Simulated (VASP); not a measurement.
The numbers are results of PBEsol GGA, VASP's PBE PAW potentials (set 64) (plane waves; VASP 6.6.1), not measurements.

VASP input:

POSCAR:
```
ZnCd3S4
1
    5.7055714725     0.0000000000     0.0000000000
    0.0000000000     5.7055714725     0.0000000000
   -0.0000000000     0.0000000000     5.7055714725
Zn Cd S
1 3 4
Direct
  0.0000000000   0.0000000000   0.0000000000
  0.0000000000   0.5000000000   0.5000000000
  0.5000000000   0.0000000000   0.5000000000
  0.5000000000   0.5000000000   0.0000000000
  0.7634862912   0.7634862912   0.2365137088
  0.7634862912   0.2365137088   0.7634862912
  0.2365137088   0.2365137088   0.2365137088
  0.2365137088   0.7634862912   0.7634862912
```

**KPOINTS**
```
K-points
0
G
4 4 4
0 0 0
```

### INCAR
```
ALGO = Normal
EDIFF = 1E-6
EDIFFG = -0.02
ENCUT = 400
GGA = PS
IBRION = 2
ISIF = 3
ISMEAR = 0
LASPH = .True.
LCHARG = .False.
LMAXMIX = 4
LREAL = .False.
LWAVE = .False.
NELM = 100
NSW = 60
PREC = Accurate
SIGMA = 0.05
SYSTEM = ZnCd3S4
```

POTCAR, in this order: Zn Cd S (PBE.64 set). Program: vasp_std.

The run wrote:

### OSZICAR
```
       N       E                     dE             d eps       ncg     rms          rms(c)
DAV:   1     0.520058632433E+03    0.52006E+03   -0.29937E+04   860   0.137E+03
DAV:   2     0.206974122437E+02   -0.49936E+03   -0.48456E+03   911   0.368E+02
DAV:   3    -0.285293675498E+02   -0.49227E+02   -0.48771E+02   979   0.116E+02
DAV:   4    -0.298585480267E+02   -0.13292E+01   -0.13253E+01   984   0.193E+01
DAV:   5    -0.298817829285E+02   -0.23235E-01   -0.23224E-01  1007   0.261E+00    0.160E+01
DAV:   6    -0.279401105610E+02    0.19417E+01   -0.43226E+00  1124   0.297E+01    0.121E+01
DAV:   7    -0.279923898759E+02   -0.52279E-01   -0.33297E+00   945   0.958E+00    0.567E+00
DAV:   8    -0.279502978120E+02    0.42092E-01   -0.60830E-01   985   0.679E+00    0.110E+00
DAV:   9    -0.279413454160E+02    0.89524E-02   -0.52772E-02   951   0.248E+00    0.274E-01
DAV:  10    -0.279417278573E+02   -0.38244E-03   -0.10539E-02   958   0.689E-01    0.165E-01
DAV:  11    -0.279416913019E+02    0.36555E-04   -0.15039E-03   970   0.342E-01    0.105E-01
DAV:  12    -0.279417915653E+02   -0.10026E-03   -0.23884E-04   913   0.778E-02    0.623E-02
DAV:  13    -0.279417929102E+02   -0.13449E-05   -0.32280E-05  1034   0.574E-02    0.222E-02
DAV:  14    -0.279417945650E+02   -0.16547E-05   -0.53696E-06   948   0.144E-02    0.121E-02
DAV:  15    -0.279417923457E+02    0.22193E-05   -0.99189E-06  1058   0.272E-02    0.147E-03
DAV:  16    -0.279417924979E+02   -0.15218E-06   -0.12803E-06   493   0.580E-03
   1 F= -.27941792E+02 E0= -.27941792E+02  d E =-.279418E+02
```

**OUTCAR**
```
------------------------ aborting loop because EDIFF is reached ----------------------------------------
  FORCE on cell =-STRESS in cart. coord.  units (eV):
  Direction    XX          YY          ZZ          XY          YZ          ZX
  --------------------------------------------------------------------------------------
  Total       -0.0491631     -0.0491631     -0.0491631     -0.0000000     -0.0000000      0.0000000
  in kB       -0.4240848     -0.4240848     -0.4240848     -0.0000000     -0.0000000      0.0000000
  external PRESSURE =      -0.4240848 kB  Pullay stress =       0.0000000 kB
  volume of cell :      185.74
      direct lattice vectors                 reciprocal lattice vectors
     5.705571472  0.000000000  0.000000000     0.175267281  0.000000000  0.000000000
     0.000000000  5.705571472  0.000000000     0.000000000  0.175267281  0.000000000
     0.000000000  0.000000000  5.705571472     0.000000000  0.000000000  0.175267281
 POSITION                                       TOTAL-FORCE (eV/Angst)
 -----------------------------------------------------------------------------------
      0.00000      0.00000      0.00000         0.000000     -0.000000      0.000000
      0.00000      2.85279      2.85279         0.000000      0.000000      0.000000
      2.85279      0.00000      2.85279         0.000000     -0.000000      0.000000
      2.85279      2.85279      0.00000         0.000000     -0.000000      0.000000
      4.35613      4.35613      1.34945        -0.004295     -0.004295      0.004295
      4.35613      1.34945      4.35613        -0.004295      0.004295     -0.004295
      1.34945      1.34945      1.34945         0.004295      0.004295      0.004295
      1.34945      4.35613      4.35613         0.004295     -0.004295     -0.004295
 -----------------------------------------------------------------------------------
    total drift:                               -0.000000     -0.000000     -0.000000
  FREE ENERGIE OF THE ION-ELECTRON SYSTEM (eV)
  ---------------------------------------------------
  free  energy   TOTEN  =       -27.9417924979 eV

  energy  without entropy=      -27.9417924979  energy(sigma->0) =      -27.94179250

 reached required accuracy - stopping structural energy minimisation
```
(Selected blocks of OUTCAR.)

The structure comes from a computed database's ZnCd3S4 entry (P-43m); how it stands against other phases isn't given here. It was relaxed first. The start is the result of an earlier pass.
